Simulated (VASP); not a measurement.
Computed with r2SCAN+rVV10, VASP's PBE PAW potentials (set 64) (plane waves; VASP).

VASP input:

**INCAR**
```
ALGO=Normal
BPARAM=11.95
CPARAM=0.0093
EDIFF=1E-7
ENCUT=520
ISIF=2
ISMEAR=-5
LASPH=.True.
LCHARG=.False.
LEFG=.True.
LMIXTAU=.True.
LORBIT=11
LREAL=.False.
LUSE_VDW=.True.
LWAVE=.False.
METAGGA=R2SCAN
NEDOS=601
NELM=100
PREC=Accurate
SYSTEM=KMgF3
```

POSCAR:
```
KMgF3
1
    3.9566598595     0.0000000000     0.0000000000
    0.0000000000     3.9566598595     0.0000000000
    0.0000000000     0.0000000000     3.9566598595
K Mg F
1 1 3
Direct
  0.0000000000   0.0000000000   0.0000000000
  0.5000000000   0.5000000000   0.5000000000
  0.5000000000   0.0000000000   0.5000000000
  0.0000000000   0.5000000000   0.5000000000
  0.5000000000   0.5000000000   0.0000000000
```

KPOINTS_OPT:
```
k-points along high-symmetry lines
10
Line-mode
Reciprocal
  0.000000   0.000000   0.000000 ! GAMMA
  0.000000   0.500000   0.000000 ! X

  0.000000   0.500000   0.000000 ! X
  0.500000   0.500000   0.000000 ! M

  0.500000   0.500000   0.000000 ! M
  0.000000   0.000000   0.000000 ! GAMMA

  0.000000   0.000000   0.000000 ! GAMMA
  0.500000   0.500000   0.500000 ! R

  0.500000   0.500000   0.500000 ! R
  0.000000   0.500000   0.000000 ! X

  0.500000   0.500000   0.500000 ! R
  0.500000   0.500000   0.000000 ! M
```

File KPOINTS:
```
Automatic mesh
0
Gamma
6 6 6
0 0 0
```

POTCAR, in this order: K_sv Mg F (PBE.64 set). Program: vasp_std.

The run wrote:

OUTCAR:
```
 ion  position               nearest neighbor table
   1  0.000  0.000  0.000-   3 2.80   4 2.80   5 2.80   3 2.80   4 2.80   4 2.80   5 2.80   4 2.80
                             3 2.80   5 2.80   3 2.80   5 2.80   2 3.43   2 3.43   2 3.43   2 3.43
   2  0.500  0.500  0.500-   3 1.98   4 1.98   5 1.98   5 1.98   3 1.98   4 1.98   1 3.43   1 3.43
                             1 3.43   1 3.43   1 3.43   1 3.43   1 3.43   1 3.43
   3  0.500  0.000  0.500-   2 1.98   2 1.98   1 2.80   1 2.80   1 2.80   1 2.80
   4  0.000  0.500  0.500-   2 1.98   2 1.98   1 2.80   1 2.80   1 2.80   1 2.80
   5  0.500  0.500  0.000-   2 1.98   2 1.98   1 2.80   1 2.80   1 2.80   1 2.80
  LATTYP: Found a simple cubic cell.
 ALAT       =     3.9566598595
 Subroutine PRICEL returns:
 Original cell was already a primitive cell.
 Subroutine GETGRP returns: Found 48 space group operations
The static configuration has the point symmetry O_h .
The dynamic configuration has the point symmetry O_h .
 Subroutine INISYM returns: Found 48 space group operations
 Subroutine IBZKPT returns following result:
 Found     20 irreducible k-points:

 Following reciprocal coordinates:
            Coordinates               Weight
  0.000000  0.000000  0.000000      1.000000
  0.166667  0.000000  0.000000      6.000000
  0.333333  0.000000  0.000000      6.000000
  0.500000  0.000000  0.000000      3.000000
  0.166667  0.166667  0.000000     12.000000
  0.333333  0.166667  0.000000     24.000000
  0.500000  0.166667  0.000000     12.000000
  0.333333  0.333333  0.000000     12.000000
  0.500000  0.333333  0.000000     12.000000
  0.500000  0.500000  0.000000      3.000000
  0.166667  0.166667  0.166667      8.000000
  0.333333  0.166667  0.166667     24.000000
  0.500000  0.166667  0.166667     12.000000
  0.333333  0.333333  0.166667     24.000000
  0.500000  0.333333  0.166667     24.000000
  0.500000  0.500000  0.166667      6.000000
  0.333333  0.333333  0.333333      8.000000
  0.500000  0.333333  0.333333     12.000000
  0.500000  0.500000  0.333333      6.000000
  0.500000  0.500000  0.500000      1.000000
   k-points           NKPTS =     20   k-points in BZ     NKDIM =     20   number of bands    NBANDS=     20
   number of dos      NEDOS =    601   number of ions     NIONS =      5
   total plane-waves  NPLWV =  27000
   dimension x,y,z NGX =    30 NGY =   30 NGZ =   30
   dimension x,y,z NGXF=    60 NGYF=   60 NGZF=   60
   ions per type =               1   1   3
   PREC   = accura    normal or accurate (medium, high low for compatibility)
   ISTART =      0    job   : 0-new  1-cont  2-samecut
   ICHARG =      2    charge: 1-file 2-atom 10-const
   ISPIN  =      1    spin polarized calculation?
   LNONCOLLINEAR =      F non collinear calculations
   LSORBIT =      F    spin-orbit coupling
   INIWAV =      1    electr: 0-lowe 1-rand  2-diag
   ENCUT  =  520.0 eV  38.22 Ry    6.18 a.u.   7.36  7.36  7.36*2*pi/ulx,y,z
   NELM   =    100;   NELMIN=  2; NELMDL= -5     # of ELM steps
   EDIFF  = 0.1E-06   stopping-criterion for ELM
   LREAL  =      F    real-space projection
   NLSPLINE    = F    spline interpolate recip. space projectors
   LMAXMIX     =    2 max onsite mixed and CHGCAR
   VOSKOWN=      0    Vosko Wilk Nusair interpolation
   EDIFFG = 0.1E-05   stopping-criterion for IOM
   NSW    =      0    number of steps for IOM
   NBLOCK =      1;   KBLOCK =      1    inner block; outer block
   IBRION =     -1    ionic relax: 0-MD 1-quasi-New 2-CG
   NFREE  =      0    steps in history (QN), initial steepest desc. (CG)
   ISIF   =      2    stress and relaxation
   ISYM   =      2    0-nonsym 1-usesym 2-fastsym
   TEIN   =    0.0    initial temperature
   TEBEG  =    0.0;   TEEND  =   0.0 temperature during run
   SMASS  =  -3.00    Nose mass-parameter (am)
   PSTRESS=    0.0 pullay stress
   NELECT =      32.0000    total number of electrons
   EFERMI =   0.00;   METHOD = LEGACY
   ISMEAR =    -5;   SIGMA  =   0.20  broadening in eV -4-tet -1-fermi 0-gaus
...
```

File OSZICAR:
```
       N       E                     dE             d eps       ncg     rms          rms(c)
DAV:   1     0.231742312887E+03    0.23174E+03   -0.18335E+04   800   0.160E+03
DAV:   2    -0.368158415527E+02   -0.26856E+03   -0.26116E+03  1116   0.406E+02
DAV:   3    -0.471887787225E+02   -0.10373E+02   -0.10347E+02   956   0.776E+01
DAV:   4    -0.475507161582E+02   -0.36194E+00   -0.36117E+00  1396   0.122E+01
DAV:   5    -0.475523051024E+02   -0.15889E-02   -0.15888E-02   940   0.807E-01    0.817E+00
DAV:   6    -0.381489115953E+02    0.94034E+01   -0.47532E+00  1040   0.190E+01    0.279E+00
DAV:   7    -0.359304037459E+02    0.22185E+01   -0.14334E+00  1068   0.134E+01    0.202E+00
DAV:   8    -0.401141796059E+02   -0.41838E+01   -0.95985E-01  1028   0.103E+01    0.108E+00
DAV:   9    -0.354993513747E+02    0.46148E+01   -0.84277E-01   892   0.684E+00    0.115E+00
DAV:  10    -0.362640209428E+02   -0.76467E+00   -0.37384E-01   900   0.518E+00    0.220E-01
DAV:  11    -0.362568563191E+02    0.71646E-02   -0.50549E-03  1208   0.532E-01    0.225E-01
DAV:  12    -0.362259598822E+02    0.30896E-01   -0.13901E-03   900   0.366E-01    0.246E-01
DAV:  13    -0.362270078535E+02   -0.10480E-02   -0.24555E-05   956   0.493E-02    0.235E-01
DAV:  14    -0.363007118944E+02   -0.73704E-01   -0.27703E-02   816   0.181E+00    0.148E+00
DAV:  15    -0.363107630396E+02   -0.10051E-01   -0.48191E-03  1024   0.645E-01    0.112E+00
DAV:  16    -0.363126765980E+02   -0.19136E-02   -0.11281E-02   872   0.975E-01    0.452E-01
DAV:  17    -0.363145268313E+02   -0.18502E-02   -0.23560E-03  1000   0.384E-01    0.995E-02
DAV:  18    -0.363145370031E+02   -0.10172E-04   -0.14443E-04  1160   0.106E-01    0.548E-02
DAV:  19    -0.363149716190E+02   -0.43462E-03   -0.73238E-05   888   0.101E-01    0.142E-02
DAV:  20    -0.363152876070E+02   -0.31599E-03   -0.84465E-05   860   0.117E-01    0.220E-02
DAV:  21    -0.363152907864E+02   -0.31794E-05   -0.84129E-06   912   0.370E-02    0.154E-02
DAV:  22    -0.363152921006E+02   -0.13142E-05   -0.27913E-06   920   0.151E-02    0.880E-03
DAV:  23    -0.363152946906E+02   -0.25900E-05   -0.14207E-06   896   0.140E-02    0.154E-03
DAV:  24    -0.363152946229E+02    0.67726E-07   -0.84725E-08   628   0.288E-03
   1 F= -.36315295E+02 E0= -.36315295E+02  d E =0.000000E+00
       N       E                     dE             ncg
       N       E                     dE             ncg
       N       E                     dE             ncg
```

**OUTCAR**
```
------------------------ aborting loop because EDIFF is reached ----------------------------------------
  FORCE on cell =-STRESS in cart. coord.  units (eV):
  Direction    XX          YY          ZZ          XY          YZ          ZX
  --------------------------------------------------------------------------------------
  Total       -0.0801571     -0.0801571     -0.0801571     -0.0000000     -0.0000000     -0.0000000
  in kB       -2.0733206     -2.0733206     -2.0733206     -0.0000000     -0.0000000     -0.0000000
  external PRESSURE =      -2.0733206 kB  Pullay stress =       0.0000000 kB
  volume of cell :       61.94
      direct lattice vectors                 reciprocal lattice vectors
     3.956659860  0.000000000  0.000000000     0.252738430  0.000000000  0.000000000
     0.000000000  3.956659860  0.000000000     0.000000000  0.252738430  0.000000000
     0.000000000  0.000000000  3.956659860     0.000000000  0.000000000  0.252738430
 POSITION                                       TOTAL-FORCE (eV/Angst)
 -----------------------------------------------------------------------------------
      0.00000      0.00000      0.00000         0.000000      0.000000      0.000000
      1.97833      1.97833      1.97833         0.000000      0.000000      0.000000
      1.97833      0.00000      1.97833         0.000000      0.000000      0.000000
      0.00000      1.97833      1.97833         0.000000      0.000000      0.000000
      1.97833      1.97833      0.00000         0.000000      0.000000      0.000000
 -----------------------------------------------------------------------------------
    total drift:                                0.000000      0.000000     -0.000000
  FREE ENERGIE OF THE ION-ELECTRON SYSTEM (eV)
  ---------------------------------------------------
  free  energy   TOTEN  =       -36.3152946229 eV

  energy  without entropy=      -36.3152946229  energy(sigma->0) =      -36.31529462

 total charge

# of ion       s       p       d       tot
------------------------------------------
    1        1.958   5.686   0.027   7.671
    2        0.122   0.162   0.076   0.360
    3        1.734   4.435   0.000   6.169
    4        1.734   4.435   0.000   6.169
    5        1.734   4.435   0.000   6.169
--------------------------------------------------
tot          7.281  19.154   0.103  26.538

 Electric field gradients after diagonalization (V/A^2)
 (convention: |V_zz| > |V_xx| > |V_yy|)
----------------------------------------------------------------------
 ion       V_xx      V_yy      V_zz     asymmetry (V_yy - V_xx)/ V_zz
----------------------------------------------------------------------
   1      -0.000    -0.000    -0.000      -0.032
   2      -0.000    -0.000    -0.000      -0.486
   3     -20.949   -20.949    41.897       0.000
   4     -20.949   -20.949    41.897       0.000
   5     -20.949   -20.949    41.897       0.000
```
(Selected blocks of OUTCAR.)

The compound is KMgF3 in the cubic perovskite structure. It was relaxed first.
